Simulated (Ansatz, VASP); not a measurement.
**FeSi2 (Linzhiite) in two plane-wave programs**

One calculation is typed for both programs; each brings its own data sets. How far apart do they land? The structure shown is the start of the Ansatz relaxation below; VASP solves that cell, so the two are compared at the walk's first step.

Calculated with Ansatz 0.2.0; plane waves, with VASP 6.6.1 beside it; single point at PBEsol.

### Step 1. The structure

It takes space group P4/mmm (No. 123, tetragonal). Conventional cell: a = 2.569 Å, b = 2.569 Å, c = 5.176 Å, α = 90.00°, β = 90.00°, γ = 90.00°. Nearest to Si lie 4 Fe at 2.31 Å and 5 Si at 2.33 to 2.57 Å. Nearest to Fe lie 8 Si at 2.31 Å and 4 Fe at 2.57 Å. Farther neighbours are not listed.

### Step 2. Ansatz: relaxation, PBEsol

Ansatz runs on its PAW soft_1 files.

The two programs are compared at the cell with which this relaxation starts, whose forces are those of its first step.

Contents of input.yaml:

```yaml
crystal:
  lattice:
    - [2.5687910653, 0.0, 0.0]
    - [0.0, 2.5687910653, 0.0]
    - [0.0, 0.0, 5.1757865787]
  atoms:
    - { symbol: Si, position: [0.5, 0.5, 0.274771867] }
    - { symbol: Si, position: [0.5, 0.5, 0.725228133] }
    - { symbol: Fe, position: [0.0, 0.0, 0.0] }
kpoints:
  mp_grid: { grid: [16, 16, 8] }
hamiltonian:
  xc: pbesol
  pseudopotentials: { kind: paw, azcp: { folder: soft_1 }, xc_functional: pbe }
scf:
  occupations: { method: methfessel_paxton, width: 0.2 }
output:
  forces: true
  stress: true
  eigenvalues: true
relax:
  adjacent_minimum: "off"
  f_tol: 0.001
  max_steps: 60
  cell: { stress_tol: 0.01, fix: [a, b, gamma] }
```

Started as:

```console
$ ansatz run input.yaml --threads 4 --pin off --max-ram 10240MiB --backend cpu --events-out ev --progress --plain --runs-dir out
```

Numbers of over 12 decimals in the logs are rounded to 6 here.

The program printed:

```text
Engine: ansatz 0.2.0, aarch64-unknown-linux-gnu
Pseudopotentials: kind: paw
Pseudopotential: Si, paw, valence charge 4, recommended cutoff 420 eV (normal), soft_1/Si.paw.azcp
Pseudopotential: Fe, paw, valence charge 16, recommended cutoff 420 eV (normal), soft_1/Fe.paw.azcp
Functional definition: PBEsol
  exchange = pbesol_x
  correlation = pbesol_c
Crystal: 3 atoms, lattice volume = 34.153 Å³
Basis set: ecut = 420 eV, 677 PW (Γ), exchange–correlation on 36×36×72 points (8 copies of the dense FFT grid, shifted against one another)
Bands: 16, of which v1, the nominal top of the filled ones, is band 12 counted from 1 (11 counted from 0)
Symmetry: 16 space group operations
Space group: P4/mmm (ITA 123), of the structure as read, at distance tolerance 3.2e-5 Å
k-points: 225 of 2048
Non-local potential: Si, projectors of the file, l = 0: 2, l = 1: 2, l = 2: 1
Non-local potential: Fe, projectors of the file, l = 0: 3, l = 1: 2, l = 2: 3, l = 3: 1
PAW form: soft (Blöchl's): semilocal exchange-correlation on the pseudo side does not see the compensation charge
PAW frozen core: Si, regenerated for the run's functional, and the local potential with it (the file was generated under x = pbe(κ = 0.804, μ = 0.219515), c = pbe(β = 0.066725))
PAW frozen core: Fe, regenerated for the run's functional, and the local potential with it (the file was generated under x = pbe(κ = 0.804, μ = 0.219515), c = pbe(β = 0.066725))
PAW one-centre angular grid: Si, 110 points (default); XC on 64 Gauss nodes
PAW one-centre angular grid: Fe, 590 points (default); XC on 64 Gauss nodes
Initial density: superposition of atomic densities (chi_scale 0.1, normalization cell, long waves kept (reshape's long-wave potential 0.01 eV rms))
Initial wavefunctions: pseudopotential atomic-orbital guess
Functional: x = pbesol(κ = 0.804, μ = 0.123457), c = pbesol(β = 0.046)
SCF iter   1: F=—  HF=-5695.037833 eV  |F-HF|=—  |Δ(HF+E_count)|=         —  Δρ=1.23e-1  dr2=1.25e1  ethr=3.10e-3  ⟨swp⟩=5.1  Hψ=19180  notcnv=0
preconditioner: auto → none  [metal: Δε(μ)=0.007 eV  Ē_g=8.561 eV  σ=0.200 eV  W_gap=0.03  n_scr=8 (ndim 8)  ℏωp=25.4 eV  f_vac=0.000  D(μ)=1.26/eV (n_scr^D=8)  sad-step TF]
SCF iter   2: F=—  HF=-5694.785720 eV  |F-HF|=—  |Δ(HF+E_count)|=   2.52e-1  S|Δr|=    0.00e0  Δρ=1.45e-1  dr2=1.34e1  ethr=3.10e-3  ⟨swp⟩=2.1  Hψ=6327  notcnv=0
SCF iter   3: F=—  HF=-5693.466712 eV  |F-HF|=—  |Δ(HF+E_count)|=    1.32e0  S|Δr|=    0.00e0  Δρ=7.15e-2  dr2=2.04e0  ethr=3.10e-3  ⟨swp⟩=3.1  Hψ=6836  notcnv=0
SCF iter   4: F=—  HF=-5693.230066 eV  |F-HF|=—  |Δ(HF+E_count)|=   2.37e-1  S|Δr|=    0.00e0  Δρ=1.29e-2  dr2=1.05e-1  ethr=3.10e-3  ⟨swp⟩=2.4  Hψ=7186  notcnv=0
SCF iter   5: F=—  HF=-5693.196807 eV  |F-HF|=—  |Δ(HF+E_count)|=   3.33e-2  S|Δr|=    0.00e0  Δρ=3.27e-3  dr2=2.02e-3  ethr=4.38e-4  ⟨swp⟩=2.0  Hψ=5904  notcnv=0
SCF iter   6: F=—  HF=-5693.196863 eV  |F-HF|=—  |Δ(HF+E_count)|=   5.54e-5  S|Δr|=    0.00e0  Δρ=6.73e-4  dr2=5.12e-5  ethr=8.40e-6  ⟨swp⟩=2.2  Hψ=5347  notcnv=0
SCF iter   7: F=—  HF=-5693.196787 eV  |F-HF|=—  |Δ(HF+E_count)|=   7.63e-5  S|Δr|=    0.00e0  Δρ=1.09e-4  dr2=3.90e-6  ethr=2.13e-7  ⟨swp⟩=2.3  Hψ=5947  notcnv=0
SCF iter   8: F=—  HF=-5693.196786 eV  |F-HF|=—  |Δ(HF+E_count)|=   8.30e-7  S|Δr|=    0.00e0  Δρ=2.14e-5  dr2=1.22e-7  ethr=1.63e-8  ⟨swp⟩=2.2  Hψ=4912  notcnv=0
SCF iter   9: F=-5693.196786 eV  HF=-5693.196786 eV  |F-HF|=2.19e-10  |Δ(HF+E_count)|=   2.28e-8  S|Δr|=    0.00e0  Δρ=1.95e-6  dr2=4.74e-10  ethr=4.17e-10  ⟨swp⟩=4.9  Hψ=15262  notcnv=0
SCF 1 converged in 9 iterations: F = -5693.196786 eV  dr2 = 4.74e-10
  greatest PAW one-centre occupation: 1.000 electrons in one spin orbital (limit 2), on the Fe atom at site 2 (counted from 0), in its partial waves of l = 1
relax step   1: F+E_penalty+E_count = -5693.19678565 eV  Δ(F+E_penalty+E_count) = +0.000e0 eV  max|allowed force component| = 1.627e-1 eV/Å  Δτ_max = 0.0000 Å  P = +14.543 GPa  Ω = 34.153 Å³  fix = [a, b, gamma]  reactions: a +20.556, b +20.556 GPa  (9 SCF iters, dr2 threshold 1.00e-7 eV, accepted)
[...]
relax step   2: F+E_penalty+E_count = -5693.19847591 eV  Δ(F+E_penalty+E_count) = -1.690e-3 eV  max|allowed force component| = 6.621e-2 eV/Å  Δτ_max = 0.0029 Å  P = +13.624 GPa  Ω = 34.250 Å³  energy of the carried Pulay correction = -3.725e-5 eV  fix = [a, b, gamma]  reactions: a +19.929, b +19.929 GPa  (4 SCF iters, dr2 threshold 3.00e-7 eV, accepted)
[...]
relax step   3: F+E_penalty+E_count = -5693.19879554 eV  Δ(F+E_penalty+E_count) = -3.196e-4 eV  max|allowed force component| = 8.656e-4 eV/Å  Δτ_max = 0.0020 Å  P = +13.013 GPa  Ω = 34.315 Å³  energy of the carried Pulay correction = -6.239e-5 eV  fix = [a, b, gamma]  reactions: a +19.512, b +19.512 GPa  (4 SCF iters, dr2 threshold 3.00e-7 eV, accepted)
[...]
relax step   4: F+E_penalty+E_count = -5693.19879524 eV  Δ(F+E_penalty+E_count) = +3.037e-7 eV  max|allowed force component| = 6.795e-5 eV/Å  Δτ_max = 0.0000 Å  P = +13.005 GPa  Ω = 34.316 Å³  energy of the carried Pulay correction = -6.279e-5 eV  fix = [a, b, gamma]  reactions: a +19.507, b +19.507 GPa  (4 SCF iters, dr2 threshold 6.69e-10 eV, accepted)
[...]
relax step   5: F+E_penalty+E_count = -5693.19885775 eV  Δ(F+E_penalty+E_count) = -6.252e-5 eV  max|allowed force component| = 3.671e-5 eV/Å  Δτ_max = 0.0000 Å  P = +13.005 GPa  Ω = 34.316 Å³  fix = [a, b, gamma]  reactions: a +19.505, b +19.505 GPa  stress off target by 5.05e-3 GPa on what of the cell is left free  SCF on the basis re-selected at this cell (its energy is not comparable with the rows above)  (6 SCF iters)
basis re-selected at this cell: Δ(F+E_penalty+E_count) = -6.252e-5 eV, ΔP = +0.000 GPa vs the last step (what re-selecting the basis moved, of the pressure what is left beyond the Pulay correction that the steps carried, after the strain that the cell walked since its last selection, with what the two solves' SCF thresholds leave and, on support functions, any second-order correction that the steps lacked; it is no m [...]
SCF converged after 6 iterations
Stability not checked: this state was not tested for a lower state beside it, because cold or Methfessel-Paxton smearing, or corrected tetrahedra, fill the levels in a way that the test cannot read (fill_not_monotonic; see scf.lower_state_search)
Free energy (F): -5693.198858 eV
Harris-Foulkes:  -5693.198858 eV  (|F-HF|=3.64e-12)
Internal energy: -5693.197838 eV  (E = F + TS)
E sigma→0 (E₀):  -5693.198603 eV
Entropy (-TS):   -0.001020 eV (-0.340 meV/atom)
Fermi energy:    15.559000 eV
--- Per-component energies (eV) ---
  E_band       = -196.644521
  E_kinetic    = 432.052961
  E_local      = -3579.980851  (includes V_loc(G=0)·N_el)
  E_nonlocal   = 335.163257
  E_hartree    = 1596.875777
  E_xc         = -229.638844
  E_vxc        = -247.844442  (∫ρ·V_xc dr)
  E_paw        = -2347.172293  (= ΣΔE_a)
  E_vpaw       = -329.786199  (= ΣTr[D̂ρ^β])
  E_aug_tail   = -0.000808  (compensation charges beyond the density's cutoff)
  E_ewald      = -1900.739360
  E_core_change = 0.242323  (= ΣΔE_core)
  E_smearing   = -0.001020  (= −TS)
  E_closure    = 0.000000  (closes the sum)
  Σ components = -5693.198858   (vs F -5693.198858, Δ=0.00e0)
--- Forces (eV/Å), atoms counted from 1 ---
  atom   1  Si     0.00000000     0.00000000     0.00003671
  atom   2  Si     0.00000000     0.00000000    -0.00003671
  atom   3  Fe    -0.00000000     0.00000000     0.00000000
  max |Σ_I F_I| component: 3.45e-31 eV/Å
--- Stress (GPa, compression-positive) ---
       19.505256       0.000000       0.000000
        0.000000      19.505256       0.000000
        0.000000       0.000000       0.005054
  P = ⅓ Tr σ = 13.0052 GPa (130.052 kbar)
--- Band table (eV; the first three rows and the last of 225) ---
  k-point 0: bands = [... 8 lower, 13.3622, 14.0956, 14.0956, 15.2447, 20.8283, 21.2247, 21.2247, 22.8765]
  k-point 1: bands = [... 8 lower, 13.2947, 14.0910, 14.0910, 15.2447, 20.1051, 21.3240, 21.3240, 22.6531]
  k-point 2: bands = [... 8 lower, 13.0632, 14.0800, 14.0800, 15.2448, 18.9060, 21.6142, 21.6142, 22.3227]
  k-point 224: bands = [... 8 lower, 12.3405, 12.3405, 13.4385, 15.6745, 15.6745, 16.1059, 16.3355, 19.1789]
--- Relaxed structure (4 steps of the walk, 4 accepted, 1 SCFs on fresh bases) ---
  F+E_penalty+E_count = -5693.19885775 eV   max|allowed force component| = 3.671e-5 eV/Å   (the final SCF, on the basis selected at the relaxed cell)
  cell:  # Å, volume = 34.3157 Å³
    - [2.5687910653, 0.0, 0.0]
    - [0.0, 2.5687910653, 0.0]
    - [0.0, 0.0, 5.200385]
  atoms:
    - { symbol: Si, position: [0.5, 0.5, 0.275729] }
    - { symbol: Si, position: [0.5, 0.5, 0.724271] }
    - { symbol: Fe, position: [0, 0.0, 0.0] }
```

### Step 3. VASP: single point, PBEsol, start cell, pair 1

The same cell, functional, mesh and smearing now go to VASP, with its own data sets.

Lines of VASP's logs that name or quote its potential files are left out, and so is its time.

Contents of INCAR:

```
SYSTEM = FeSi2
PREC = Accurate
ENCUT = 520
EDIFF = 1E-06
NELM = 120
ISMEAR = 1
SIGMA = 0.2
LREAL = .FALSE.
ALGO = Normal
GGA = PS
NBANDS = 14
LASPH = .TRUE.
LORBIT = 11
LWAVE = .FALSE.
LCHARG = .FALSE.
ISIF = 2
GGA_COMPAT = .FALSE.
KPAR = 2
```

Contents of POSCAR:

```
FeSi2
1.0
    2.5687910000      0.0000000000      0.0000000000
    0.0000000000      2.5687910000      0.0000000000
    0.0000000000      0.0000000000      5.1757870000
Si Fe
2 1
Direct
    0.5000000000      0.5000000000      0.2747719332
    0.5000000000      0.5000000000      0.7252280668
    0.0000000000      0.0000000000      0.0000000000
```

Contents of KPOINTS:

```
Automatic mesh
0
Gamma
16 16 8
0 0 0
```

The projector-augmented-wave data sets are Si and Fe (PBE family, release 64).

Started as:

```console
$ mpirun -np 2 vasp_std
```

The program printed:

```text
[banner, memory and clock lines left out]
running    2 mpi-ranks, on    1 nodes
 distrk:  each k-point on    1 cores,    2 groups
 distr:  one band on    1 cores,    1 groups

 POSCAR found type information on POSCAR SiFe
 POSCAR found :  2 types and       3 ions
|                                                                             |
|               ----> ADVICE to this user running VASP <----                  |
|                                                                             |
|     You enforced a specific xc type in the INCAR file but a different       |
|     [... a line on the potential file left out ...]
|     I HOPE YOU KNOW WHAT YOU ARE DOING!                                     |
|                                                                             |

 LDA part: xc-table for (Slater+PW92), standard interpolation
 POSCAR, INCAR and KPOINTS ok, starting setup
 FFT: planning ... GRIDC
 FFT: planning ... GRID_SOFT
 FFT: planning ... GRID
 WAVECAR not read
 entering main loop
       N       E                     dE             d eps       ncg     rms          rms(c)
DAV:   1     0.619142294419E+02    0.61914E+02   -0.72247E+03  6340   0.118E+03
DAV:   2    -0.197000815088E+02   -0.81614E+02   -0.72674E+02  6444   0.221E+02
DAV:   3    -0.233959397573E+02   -0.36959E+01   -0.35556E+01  8526   0.524E+01
DAV:   4    -0.234790343770E+02   -0.83095E-01   -0.82977E-01  7234   0.732E+00
DAV:   5    -0.234811201139E+02   -0.20857E-02   -0.20855E-02  8544   0.124E+00    0.190E+01
DAV:   6    -0.249402595254E+02   -0.14591E+01   -0.15535E+01  8008   0.924E+01    0.150E+01
DAV:   7    -0.220503270768E+02    0.28899E+01   -0.12114E+01  8572   0.847E+01    0.662E+00
DAV:   8    -0.218035140935E+02    0.24681E+00   -0.55854E-01  8860   0.126E+01    0.170E+00
DAV:   9    -0.217781859038E+02    0.25328E-01   -0.63280E-02  9272   0.485E+00    0.609E-01
DAV:  10    -0.217766352339E+02    0.15507E-02   -0.38164E-03  8024   0.545E-01    0.954E-02
DAV:  11    -0.217766062414E+02    0.28993E-04   -0.25493E-04  7776   0.167E-01    0.550E-02
DAV:  12    -0.217766015886E+02    0.46528E-05   -0.21819E-05  8344   0.583E-02    0.288E-02
DAV:  13    -0.217766006114E+02    0.97720E-06   -0.56827E-06  7836   0.284E-02
   1 F= -.21776601E+02 E0= -.21776307E+02  d E =-.880219E-03
```

Parts of OUTCAR (step 3):

```text
ion  position               nearest neighbor table
   1  0.500  0.500  0.275-   3 2.31   3 2.31   3 2.31   3 2.31   2 2.33   2 2.84
   2  0.500  0.500  0.725-   3 2.31   3 2.31   3 2.31   3 2.31   1 2.33   1 2.84
   3  0.000  0.000  0.000-   1 2.31   2 2.31   1 2.31   2 2.31   1 2.31   2 2.31   1 2.31   2 2.31

  LATTYP: Found a simple tetragonal cell.
 ALAT       =     2.5687910000
 C/A-ratio  =     2.0148727553

 Subroutine GETGRP returns: Found 16 space group operations
 (whereof 16 operations were pure point group operations)

The static configuration has the point symmetry D_4h.

 Found    225 irreducible k-points:

   k-points           NKPTS =    225   k-points in BZ     NKDIM =    225   number of bands    NBANDS=     14

   dimension x,y,z NGX =    20 NGY =   20 NGZ =   40
   dimension x,y,z NGXF=    40 NGYF=   40 NGZF=   80

   ENCUT  =  520.0 eV  38.22 Ry    6.18 a.u.   4.78  4.78  9.62*2*pi/ulx,y,z

   NELECT =      16.0000    total number of electrons

 k-points in reciprocal lattice and weights: Automatic mesh
   0.00000000  0.00000000  0.00000000       0.000
   0.06250000  0.00000000  0.00000000       0.002
   0.12500000  0.00000000  0.00000000       0.002
   0.18750000  0.00000000  0.00000000       0.002
   0.25000000  0.00000000  0.00000000       0.002
   0.31250000  0.00000000  0.00000000       0.002
   0.37500000  0.00000000  0.00000000       0.002
   0.43750000  0.00000000  0.00000000       0.002
   0.50000000  0.00000000  0.00000000       0.001
[...]
0.50000000  0.43750000  0.50000000       0.002
   0.50000000  0.50000000  0.50000000       0.000

 average (electrostatic) potential at core
       1 -78.6152       2 -78.6152       3 -38.2330

 E-fermi :  11.0120

 k-point     1 :       0.0000    0.0000    0.0000
  band No.  band energies     occupation
    ...
      4       7.1410      2.00000
      5       8.8334      2.00000
      6       9.5149      2.00000
      7       9.5149      2.00000
      8      10.6467      2.02688
      9      16.4625      0.00000
     10      16.6808      0.00000
     11      16.6808      0.00000
     12      18.3486      0.00000
     13      19.1016      0.00000
    ...

 k-point     2 :       0.0625    0.0000    0.0000
  band No.  band energies     occupation
    ...
      4       7.1498      2.00000
      5       8.8422      2.00000
      6       9.4165      2.00000
      7       9.5312      2.00000
      8      10.5697      2.00761
      9      15.4814      0.00000
     10      16.5765      0.00000
     11      16.7937      0.00000
     12      18.5713      0.00000
     13      18.8369      0.00000
    ...

 k-point     3 :       0.1250    0.0000    0.0000
  band No.  band energies     occupation
    ...
      4       7.1505      2.00000
      5       8.8502      2.00000
      6       9.1409      2.00000
      7       9.5781      2.00000
      8      10.3614      2.00004
      9      13.7871     -0.00000
     10      16.8446      0.00000
     11      17.1159      0.00000
     12      17.4561      0.00000
     13      18.9003      0.00000
    ...

  Total        4.5077449      4.5077449      0.6601583      0.0000000      0.0000000     -0.0000000
  in kB      211.4637746    211.4637746     30.9688264      0.0000000      0.0000000     -0.0000000
  external PRESSURE =     151.2987919 kB  Pullay stress =       0.0000000 kB

  energy-cutoff  :      520.00
  volume of cell :       34.15
      direct lattice vectors                 reciprocal lattice vectors
     2.568791000  0.000000000  0.000000000     0.389288190  0.000000000  0.000000000
     0.000000000  2.568791000  0.000000000     0.000000000  0.389288190  0.000000000
     0.000000000  0.000000000  5.175787000     0.000000000  0.000000000  0.193207333

 POSITION                                       TOTAL-FORCE (eV/Angst)
 -----------------------------------------------------------------------------------
      1.28440      1.28440      1.42216         0.000000      0.000000      0.196938
      1.28440      1.28440      3.75363        -0.000000     -0.000000     -0.196938
      0.00000      0.00000      0.00000        -0.000000     -0.000000      0.000000
 -----------------------------------------------------------------------------------
    total drift:                               -0.000000      0.000000      0.000000

  FREE ENERGIE OF THE ION-ELECTRON SYSTEM (eV)
  ---------------------------------------------------
  free  energy   TOTEN  =       -21.7766006114 eV

  energy  without entropy=      -21.7757203926  energy(sigma->0) =      -21.77630721

 total charge
# of ion       s       p       d       tot
------------------------------------------
    1        0.734   0.939   0.000   1.674
    2        0.734   0.939   0.000   1.674
    3        0.503   0.786   6.806   8.095
--------------------------------------------------
tot          1.971   2.665   6.806  11.442

[... 3 further parts left out ...]
```

This run has no spin polarisation, so a moment on Fe, if there is one, isn't seen.

### Step 4. Side by side

Known differences besides the potentials themselves: the data sets hold 24 valence electrons in Ansatz (on its PAW soft_1 files) and 16 in VASP; the cutoff is 420 eV in Ansatz and 520 eV in VASP; Ansatz makes its cores anew for this functional, VASP keeps those of its PBE data sets. Total energies have different zeros and are not compared.

Forces (eV/Å; atoms numbered as in POSCAR):

```csv
atom,"Ansatz x, y, z","VASP x, y, z"
Si1,"0.000, 0.000, 0.163","0.000, 0.000, 0.197"
Si2,"0.000, 0.000, -0.163","0.000, 0.000, -0.197"
Fe3,"0.000, 0.000, 0.000","0.000, 0.000, 0.000"
```

The forces differ by 16 meV/Å r.m.s., which is 17.4 % of the r.m.s. force of 0.093 eV/Å (both taken over all components).

### Step 5. Further runs

Further runs change the set-up of one program: Ansatz's method, potentials or start, or VASP's data sets, cutoff or form of LDA. The table gives that difference for each run.

```csv
run,r.m.s. force difference (meV/Å)
as above,16
VASP with the data sets Si and Fe_sv,9.6
```

### Step 6. Ansatz: relaxation, PBEsol

The two programs are compared at the cell with which this relaxation starts, whose forces are those of its first step. The cell compared in this pair holds 34.71 Å³, against 34.15 Å³ for the pair before.

The structure compared here is the start of the Ansatz relaxation; VASP solves that cell, so the two are compared at the walk's first step.

input.yaml, the sections that differ from step 2:

```yaml
crystal:
  lattice:
    - [2.5955493056, 0.0, 0.0]
    - [0.0, 2.5955493056, 0.0]
    - [0.0, 0.0, 5.152084168]
  atoms:
    - { symbol: Si, position: [0.5, 0.5, 0.2738374136] }
    - { symbol: Si, position: [0.5, 0.5, 0.7261625864] }
    - { symbol: Fe, position: [0.0, 0.0, 0.0] }
# kpoints, hamiltonian, scf, output, relax: as in step 2
```

Started as:

```console
$ ansatz run input.yaml --threads 4 --pin off --max-ram 10240MiB --backend cpu --events-out ev --progress --plain --runs-dir out
```

The program printed:

```text
[...]
Crystal: 3 atoms, lattice volume = 34.709 Å³
Basis set: ecut = 420 eV, 677 PW (Γ), exchange–correlation on 36×36×72 points (8 copies of the dense FFT grid, shifted against one another)
Bands: 16, of which v1, the nominal top of the filled ones, is band 12 counted from 1 (11 counted from 0)
Symmetry: 16 space group operations
[...]
k-points: 225 of 2048
[...]
--- Relaxed structure (4 steps of the walk, 4 accepted, 1 SCFs on fresh bases) ---
[...]
cell:  # Å, volume = 34.8686 Å³
    - [2.5955493056, 0.0, 0.0]
    - [0.0, 2.5955493056, 0.0]
    - [0.0, 0.0, 5.175787]
  atoms:
    - { symbol: Si, position: [0.500000, 0.500000, 0.274772] }
    - { symbol: Si, position: [0.500000, 0.500000, 0.725228] }
    - { symbol: Fe, position: [0, 0, 0.0] }
[key lines of the parts left out:]
SCF converged after 6 iterations
Free energy (F): -5693.273597 eV
Fermi energy:    15.266138 eV
P = ⅓ Tr σ = 9.3234 GPa (93.234 kbar)
```

[end of part 1 of 2]

[Lines on the potential files, build, host, timing and source positions are cut from VASP's logs without a mark.]

[Logs are printed without paths, hosts, clocks, repeated set-up lines and the standing remarks that a program may print on its own settings, such as how far it seeks lower states.]

[Hosts, paths, dates, database ids (printed as entryN), source tags and the programs' standing remarks are cut or masked in the printed files.]
